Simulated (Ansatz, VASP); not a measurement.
# Mg23Ir9 in two plane-wave programs, part 2 of 2

One calculation is typed for both programs; each brings its own data sets and cutoff. How far apart do they land? The structure shown is the end of the VASP relaxation below.

VASP 6.6.1 and Ansatz 0.2.0.

So far: The structure; VASP: relaxation, PBEsol.

### Step 3. Ansatz: single point, PBEsol

Level of this step: Ansatz beside VASP: Kohn-Sham DFT, plane waves, PBEsol (Ansatz).

Ansatz runs on its default PAW (the set named soft_2) files.

The same cell, functional, mesh and smearing now go to Ansatz, which takes its cutoff from its data sets.

input.yaml

```yaml
crystal:
  lattice:
    - [-6.82115056, 3.93819311, 8.17873535]
    - [6.82115056, -3.93819311, 8.17873535]
    - [2.27371685, 3.93819311, -8.17873535]
  atoms:
    - { symbol: Ir, position: [0.5353201, 0.6934439, 0.47876097], spin: 0.6 }
    - { symbol: Ir, position: [0.05655603, 0.21467684, 0.52123649] }
    - { symbol: Ir, position: [0.04096963, 0.7090305, 1.75e-06] }
    - { symbol: Ir, position: [0.53520999, 0.21478666, 0.99999737], spin: 0.6 }
    - { symbol: Ir, position: [0.45745874, 0.29254087, 0.49999992] }
    - { symbol: Ir, position: [0.95747193, 0.79252813, 0.50000033] }
    - { symbol: Ir, position: [0.95608921, 0.28938551, 1.407e-05] }
    - { symbol: Ir, position: [0.46061543, 0.79391109, 0.99998689] }
    - { symbol: Ir, position: [0.37486272, 0.3751212, 0.99999428], spin: 0.6 }
    - { symbol: Mg, position: [0.87335881, 0.87664286, 9.0e-08] }
    - { symbol: Mg, position: [0.87655594, 0.37402043, 0.50058509] }
    - { symbol: Mg, position: [0.37598333, 0.87344441, 0.49941441] }
    - { symbol: Mg, position: [0.15391371, 0.15612902, 6.36e-06] }
    - { symbol: Mg, position: [0.59387529, 0.59608987, 0.99999483] }
    - { symbol: Mg, position: [0.6253498, 0.12465103, 0.50000106] }
    - { symbol: Mg, position: [0.12535786, 0.62464409, 0.50000005] }
    - { symbol: Mg, position: [0.40486399, 0.56794715, 0.55235569] }
    - { symbol: Mg, position: [0.85249693, 0.01557393, 0.44763041] }
    - { symbol: Mg, position: [0.86857775, 0.55451768, 3.763e-05] }
    - { symbol: Mg, position: [0.38429949, 0.03640007, 0.99998284] }
    - { symbol: Mg, position: [0.7814466, 0.61794353, 0.47778939], spin: 0.6 }
    - { symbol: Mg, position: [0.3036359, 0.14013754, 0.52218635] }
    - { symbol: Mg, position: [0.30270765, 0.62451004, 0.99998691] }
    - { symbol: Mg, position: [0.78713979, 0.12709031, 3.0e-08] }
    - { symbol: Mg, position: [0.18205321, 0.34513747, 0.44764398] }
    - { symbol: Mg, position: [0.73442757, 0.8975036, 0.55237077] }
    - { symbol: Mg, position: [0.71360054, 0.36570063, 1.824e-05] }
    - { symbol: Mg, position: [0.19548042, 0.88142145, 0.99996224] }
    - { symbol: Mg, position: [0.60987083, 0.44636685, 0.47782382] }
    - { symbol: Mg, position: [0.13205326, 0.96854683, 0.52220244] }
    - { symbol: Mg, position: [0.12548661, 0.44729454, 1.25e-05] }
    - { symbol: Mg, position: [0.62291095, 0.96286195, 2.78e-06] }
hamiltonian:
  xc: pbesol
  pseudopotentials: { kind: paw }
magnetization:
  spin_polarized: true
kpoints:
  mp_grid: { grid: [5, 5, 5] }
scf:
  occupations: { method: methfessel_paxton, width: 0.2 }
  n_extra_bands: 15
output:
  forces: true
  eigenvalues: true
```

Command:

```
$ ansatz run input.yaml --threads 8 --pin off --max-ram 18432MiB --backend cpu --events-out ev --progress --plain --runs-dir out
```

Numbers of over 12 decimals in the logs are rounded to 6 here.

The program printed:

```text
Warning: the band count 207 (scf.n_extra_bands) hosts the net moment |M| = 2.4000 μB (N_el = 383) but caps the reachable moment at 2·n_bands − N_el = 31.0000 μB, below the 232 bands that the automatic rule leaves for it — a moment growing past the seed, or the majority channel's smearing tail, pins there with fewer empty majority states than that count leaves; raise or omit scf.n_extra_bands unless the cap is intended
scf.n_extra_bands = 15 over 192 filled bands (N_el = 383.0): the run solves 207 bands
Engine: ansatz 0.2.0, aarch64-unknown-linux-gnu
Pseudopotentials: kind: paw
Pseudopotential: Ir, paw, valence charge 17, recommended cutoff 420 eV (normal), Ir.paw.azcp
Pseudopotential: Mg, paw, valence charge 10, recommended cutoff 420 eV (normal), Mg.paw.azcp
Functional definition: PBEsol
  exchange = pbesol_x
  correlation = pbesol_c
Crystal: 32 atoms, lattice volume = 585.881 Å³
Basis set: ecut = 420 eV, 11507 PW (Γ), exchange–correlation on 160×160×128 points (8 copies of the dense FFT grid, shifted against one another)
Bands: 207, of which v1, the nominal top of the filled ones, is band 192 counted from 1 (191 counted from 0)
Symmetry: 1 space group operations
Space group: P1 (ITA 1), of the structure as read, at distance tolerance 8.4e-5 Å
Magnetic group: BNS 1.1 (UNI 1), of the structure as read, at distance tolerance 8.4e-5 Å
k-points: 63 of 125 (time reversal used)
Non-local potential: Ir, projectors of the file, l = 0: 3, l = 1: 2, l = 2: 2, l = 3: 1
Non-local potential: Mg, projectors of the file, l = 0: 3, l = 1: 2, l = 2: 1
PAW form: soft (Blöchl's): semilocal exchange-correlation on the pseudo side does not see the compensation charge
PAW frozen core: Ir, regenerated for the run's functional, and the local potential with it (the file was generated under x = pbe(κ = 0.804, μ = 0.219515), c = pbe(β = 0.066725))
PAW frozen core: Mg, regenerated for the run's functional, and the local potential with it (the file was generated under x = pbe(κ = 0.804, μ = 0.219515), c = pbe(β = 0.066725))
PAW one-centre angular grid: Ir, 590 points (default); XC on 64 Gauss nodes
PAW one-centre angular grid: Mg, 110 points (default); XC on 64 Gauss nodes
Initial density: superposition of atomic densities (chi_scale 0.1, normalization cell, long waves kept (reshape's long-wave potential 0.14 eV rms))
Starting moments: Σ|m| = 2.4 μB on 4 of 32 sites
Initial wavefunctions: pseudopotential atomic-orbital guess
Functional: x = pbesol(κ = 0.804, μ = 0.123457), c = pbesol(β = 0.046)
SCF iter   1: F=—  HF=-150181.852744 eV  |F-HF|=—  |Δ(HF+E_count)|=         —  Δρ=3.40e-2 (↑3.40e-2 ↓2.87e-2)  dr2=5.18e1  dr2_m=9.37e-1  M=0.350 μB ∫|m|=0.555 μB  β_m=0.30  ethr=3.10e-3  ⟨swp⟩=4.9  Hψ=83451  notcnv=0
Mixer restart at iter 1: flushing history
preconditioner: auto → Kerker (q_TF=auto, 2.542 Å⁻¹)  [metal: Δε(μ)=0.000 eV  Ē_g=4.045 eV  σ=0.200 eV  W_gap=0.00  n_scr=166 (ndim 8)  ℏωp=17.3 eV  f_vac=0.000  D(μ)=14.37/eV (n_scr^D=82)]
spin=Collinear: Kerker preconditioning applied to the charge; magnetization (m = ρ↑ − ρ↓) channel mixes plain (no charge-response kernel on spin).
SCF iter   2: F=—  HF=-150178.086725 eV  |F-HF|=—  |Δ(HF+E_count)|=    3.77e0  Δρ=2.11e-2 (↑2.11e-2 ↓1.77e-2)  dr2=2.05e1  dr2_m=4.90e-1  M=0.242 μB ∫|m|=0.393 μB  β_m=0.50  ethr=3.10e-3  ⟨swp⟩=2.0  Hψ=39769  notcnv=0  defer=401
SCF iter   3: F=—  HF=-150175.293945 eV  |F-HF|=—  |Δ(HF+E_count)|=    2.79e0  Δρ=8.11e-3 (↑6.44e-3 ↓8.11e-3)  dr2=2.67e0  dr2_m=3.86e-2  M=0.073 μB ∫|m|=0.146 μB  β_m=0.60  ethr=3.10e-3  ⟨swp⟩=2.8  Hψ=35710  notcnv=0  defer=402
SCF iter   4: F=—  HF=-150176.117793 eV  |F-HF|=—  |Δ(HF+E_count)|=   8.24e-1  Δρ=4.99e-3 (↑4.09e-3 ↓4.99e-3)  dr2=1.05e0  dr2_m=5.04e-3  M=0.040 μB ∫|m|=0.088 μB  β_m=0.80  ethr=6.97e-4  ⟨swp⟩=2.3  Hψ=44991  notcnv=0  defer=324
SCF iter   5: F=—  HF=-150176.334141 eV  |F-HF|=—  |Δ(HF+E_count)|=   2.16e-1  Δρ=1.91e-3 (↑1.76e-3 ↓1.91e-3)  dr2=2.31e-1  dr2_m=7.76e-4  M=0.024 μB ∫|m|=0.052 μB  β_m=0.85  ethr=2.75e-4  ⟨swp⟩=2.2  Hψ=47343  notcnv=0  defer=338
SCF iter   6: F=—  HF=-150176.302489 eV  |F-HF|=—  |Δ(HF+E_count)|=   3.17e-2  Δρ=1.38e-3 (↑1.38e-3 ↓1.36e-3)  dr2=7.31e-2  dr2_m=7.61e-5  M=0.009 μB ∫|m|=0.021 μB  β_m=0.75  ethr=6.04e-5  ⟨swp⟩=2.0  Hψ=39754  notcnv=0  defer=334
SCF iter   7: F=—  HF=-150176.290071 eV  |F-HF|=—  |Δ(HF+E_count)|=   1.24e-2  Δρ=4.41e-4 (↑4.41e-4 ↓4.24e-4)  dr2=1.03e-2  dr2_m=1.63e-5  M=0.002 μB ∫|m|=0.007 μB  β_m=0.87  ethr=1.91e-5  ⟨swp⟩=2.0  Hψ=43110  notcnv=0  defer=334
SCF iter   8: F=—  HF=-150176.291690 eV  |F-HF|=—  |Δ(HF+E_count)|=   1.62e-3  Δρ=2.24e-4 (↑2.16e-4 ↓2.24e-4)  dr2=3.11e-3  dr2_m=1.32e-6  M=-0.000 μB ∫|m|=0.001 μB  β_m=0.88  ethr=2.70e-6  ⟨swp⟩=2.0  Hψ=34067  notcnv=0  defer=334
SCF iter   9: F=—  HF=-150176.291549 eV  |F-HF|=—  |Δ(HF+E_count)|=   1.42e-4  Δρ=1.29e-4 (↑1.29e-4 ↓1.28e-4)  dr2=8.59e-4  dr2_m=6.27e-7  M=-0.001 μB ∫|m|=0.001 μB  β_m=0.80  ethr=8.12e-7  ⟨swp⟩=2.0  Hψ=34170  notcnv=0  defer=334
SCF iter  10: F=—  HF=-150176.291442 eV  |F-HF|=—  |Δ(HF+E_count)|=   1.06e-4  Δρ=4.71e-5 (↑4.71e-5 ↓4.08e-5)  dr2=8.89e-5  dr2_m=1.12e-7  M=-0.000 μB ∫|m|=0.001 μB  β_m=0.88  ethr=2.24e-7  ⟨swp⟩=2.0  Hψ=32033  notcnv=0  defer=334
[...]
SCF iter  14: F=—  HF=-150176.151019 eV  |F-HF|=—  |Δ(HF+E_count)|=   3.49e-5  S|Δr|=    0.00e0  Δρ=2.46e-5 (↑2.44e-5 ↓2.46e-5)  dr2=3.85e-5  dr2_m=5.39e-10  M=-0.000 μB ∫|m|=0.000 μB  β_m=0.59  ethr=2.32e-8  ⟨swp⟩=2.0  Hψ=33830  notcnv=0  defer=334
SCF iter  15: F=—  HF=-150176.151013 eV  |F-HF|=—  |Δ(HF+E_count)|=   5.29e-6  S|Δr|=    0.00e0  Δρ=8.56e-6 (↑8.56e-6 ↓8.52e-6)  dr2=4.38e-6  dr2_m=1.73e-10  M=-0.000 μB ∫|m|=0.000 μB  β_m=0.72  ethr=1.00e-8  ⟨swp⟩=2.0  Hψ=32047  notcnv=0  defer=334
SCF iter  16: F=—  HF=-150176.151012 eV  |F-HF|=—  |Δ(HF+E_count)|=   8.22e-7  S|Δr|=    0.00e0  Δρ=5.13e-6 (↑5.11e-6 ↓5.13e-6)  dr2=1.45e-6  dr2_m=2.53e-11  M=-0.000 μB ∫|m|=0.000 μB  β_m=0.64  ethr=1.14e-9  ⟨swp⟩=2.0  Hψ=33780  notcnv=0  defer=334
SCF iter  17: F=—  HF=-150176.151012 eV  |F-HF|=—  |Δ(HF+E_count)|=   2.09e-7  S|Δr|=    0.00e0  Δρ=1.65e-6 (↑1.65e-6 ↓1.65e-6)  dr2=1.30e-7  dr2_m=4.12e-12  M=-0.000 μB ∫|m|=0.000 μB  β_m=0.82  ethr=3.78e-10  ⟨swp⟩=2.0  Hψ=32975  notcnv=0  defer=334
SCF iter  18: F=-150176.151012 eV  HF=-150176.151012 eV  |F-HF|=6.04e-8  |Δ(HF+E_count)|=   1.58e-8  S|Δr|=    0.00e0  Δρ=1.15e-6 (↑1.15e-6 ↓1.15e-6)  dr2=7.05e-8  dr2_m=3.10e-13  M=-0.000 μB ∫|m|=0.000 μB  ethr=2.61e-11  ⟨swp⟩=8.9  Hψ=72490  notcnv=0
SCF 1 converged in 18 iterations: F = -150176.151012 eV  dr2 = 7.05e-8
  greatest PAW one-centre occupation: 1.000 electrons in one spin orbital (limit 2), on the Mg atom at site 15 (counted from 0), in its partial waves of l = 0
WARN: the starting moments were not kept: the SCF closed with an absolute magnetisation of 2.7e-6 μB, where they sum to 2.4 μB in size (4 sites). That is at most 0.1 of that sum. Measured as dr2_m measures the in/out step, that magnetisation stands 4.1e-13 eV from none, at or under the dr2_threshold of 1.0e-7 eV: it is no larger than a step whose dr2_m would equal this threshold. The system may hold no moment; this S [...]
this state was not tested for a lower state beside it, because cold or Methfessel-Paxton smearing, or corrected tetrahedra, fill the levels in a way that the test cannot read (fill_not_monotonic; see scf.lower_state_search)
SCF converged after 18 iterations
Magnetization: -0.0000 μB (191.5000 up, 191.5000 down)
Absolute magnetization: 0.0000 μB (∫|ρ↑−ρ↓|, with the PAW one-centre terms)
Spin contamination: 0.0000 ħ² per cell (⟨S²⟩ above its minimum at these occupations)
Per-site moments (μB) at R_I (Å): [(-2.0367110107875717e-7, 1.034223), (-3.4692531633612e-7, 1.034204), (-3.748622977710389e-9, 1.088500), (-1.7819110263109898e-7, 1.041898), (-4.128807290407113e-9, 1.090955), (-2.6403599390248405e-8, 1.090920), (3.779439213314646e-8, 1.081991), (4.8855623535555434e-8, 1.081993), (-7.189515557374676e-7, 1.034204), (8.285179917496101e-10, 1.089143), (-8.157640225354403e-10, 1.088501), [...]
Free energy (F): -150176.151012 eV
Harris-Foulkes:  -150176.151012 eV  (|F-HF|=6.04e-8)
Internal energy: -150176.156872 eV  (E = F + TS)
E sigma→0 (E₀):  -150176.152477 eV
Entropy (-TS):   0.005860 eV (0.183 meV/atom)
Fermi energy:    10.078899 eV
--- Per-component energies (eV) ---
  E_band       = -9908.649105
  E_kinetic    = 7359.536716
  E_local      = -51759.701422  (includes V_loc(G=0)·N_el)
  E_nonlocal   = 2911.191755
  E_hartree    = 18924.195638
  E_xc         = -3057.983601
  E_vxc        = -3552.846651  (∫ρ·V_xc dr)
  E_paw        = -88261.770789  (= ΣΔE_a)
  E_vpaw       = -2715.210571  (= ΣTr[D̂ρ^β])
  E_aug_tail   = 0.000512  (compensation charges beyond the density's cutoff)
  E_ewald      = -36295.367076
  E_core_change = 3.741395  (= ΣΔE_core)
  E_smearing   = 0.005860  (= −TS)
  E_closure    = -0.000000  (closes the sum)
  Σ components = -150176.151012   (vs F -150176.151012, Δ=0.00e0)
--- Forces (eV/Å), atoms counted from 1 ---
  atom   1  Ir    -0.00904371    -0.01626354     0.00018563
  atom   2  Ir     0.00985274     0.01553372    -0.00012301
  atom   3  Ir    -0.00649166     0.00367571     0.00000522
  atom   4  Ir     0.00484817    -0.00269635     0.00004362
  atom   5  Ir     0.00020866    -0.00010677     0.00002145
  atom   6  Ir     0.00129378    -0.00073893    -0.00005859
  atom   7  Ir     0.00689787    -0.00478415     0.00864197
  atom   8  Ir     0.00758758    -0.00360177    -0.00866519
  atom   9  Ir     0.00142989    -0.00034549     0.00000843
  atom  10  Mg    -0.01206643     0.00692908    -0.00000185
  atom  11  Mg     0.01437837    -0.01250567     0.00011711
  atom  12  Mg     0.01822779    -0.00629700    -0.00010222
  atom  13  Mg    -0.00172586     0.00076260     0.02146666
  atom  14  Mg    -0.00151326     0.00107341    -0.02140816
  atom  15  Mg     0.00404730    -0.00239802     0.00000076
  atom  16  Mg     0.00423343    -0.00240761    -0.00001534
  atom  17  Mg     0.00273532     0.01212505    -0.01569922
  atom  18  Mg    -0.00885934    -0.00844514    -0.01487381
  atom  19  Mg     0.00346490    -0.00271463    -0.00269232
  atom  20  Mg    -0.01233458     0.00759599    -0.02927405
  atom  21  Mg     0.00411364    -0.00962923    -0.01728484
  atom  22  Mg     0.01008701     0.00155018    -0.01641995
  atom  23  Mg    -0.01413354     0.00841471     0.01200413
  atom  24  Mg    -0.00599121     0.00349864    -0.01699410
  atom  25  Mg    -0.00912795    -0.00840674     0.01567781
  atom  26  Mg     0.00292768     0.01190288     0.01488123
  atom  27  Mg    -0.01275484     0.00691288     0.02923507
  atom  28  Mg     0.00408827    -0.00164699     0.00269594
  atom  29  Mg     0.00376311    -0.00959931     0.01631174
  atom  30  Mg     0.01031592     0.00122749     0.01730426
  atom  31  Mg    -0.01433062     0.00801388    -0.01199562
  atom  32  Mg    -0.00603943     0.00338918     0.01700719
  max |Σ_I F_I| component: 8.90e-5 eV/Å
--- Band table (eV; the first three rows and the last of 126) ---
  k-point 0 ↑: bands = [... 188 lower, 10.0765, 10.0815, 10.2895, 10.2974, 10.3977, 10.6742, 10.6902, 10.7245, ... 11 higher]
  k-point 1 ↑: bands = [... 188 lower, 9.7847, 9.8218, 10.0778, 10.2752, 10.3080, 10.5723, 10.6605, 10.7160, ... 11 higher]
  k-point 2 ↑: bands = [... 188 lower, 9.6407, 9.7253, 9.7693, 10.0321, 10.0701, 10.3807, 10.4101, 10.5656, ... 11 higher]
  k-point 62 ↓: bands = [... 188 lower, 9.6784, 9.8238, 9.9725, 10.1556, 10.3940, 10.5530, 10.6590, 10.7620, ... 11 higher]
```

Wall time 12 min (8 threads of Arm Neoverse V2, shared host); peak memory 12 GiB.

Reading the cycles: dr2 is the Hartree energy of the density residual (eV), the measure of convergence; HF is the Harris–Foulkes estimate of the energy, which meets the free energy F at convergence.

### Step 4. Side by side

Known differences besides the potentials themselves: the data sets hold 383 valence electrons in Ansatz (default PAW (the set named soft_2) files) and 127 in VASP; the cutoff is 420 eV in Ansatz and 300 eV in VASP (PREC = Normal, projectors in real space); Ansatz makes its cores anew for this functional, VASP keeps those of its PBE data sets; VASP leaves aspherical gradient terms in its spheres out (LASPH is not set), Ansatz keeps them. Total energies have different zeros and are not compared.

At this near-relaxed geometry the largest component of a force difference is 27 meV/Å.

### Step 5. Summary of results

```yaml
r_m_s_force_difference_single_point_pbesol: 5.2 meV/Å
```

What this shows: The r.m.s. force difference is 5.2 meV/Å (single point, PBEsol), within the 12 meV/Å picked in this series as the mark of a large difference. Such differences can come from data sets, numerical settings and the points named under the comparisons, not from the functional's error against experiment.

[Lines on the potential files, build, host, timing and source positions are cut from VASP's logs without a mark.]

[Logs are printed without paths, hosts, clocks, repeated set-up lines and the standing remarks that a program may print on its own settings, such as how far it seeks lower states.]

[Hosts, paths, dates, database ids (printed as entryN), source tags and the programs' standing remarks are cut or masked in the printed files.]
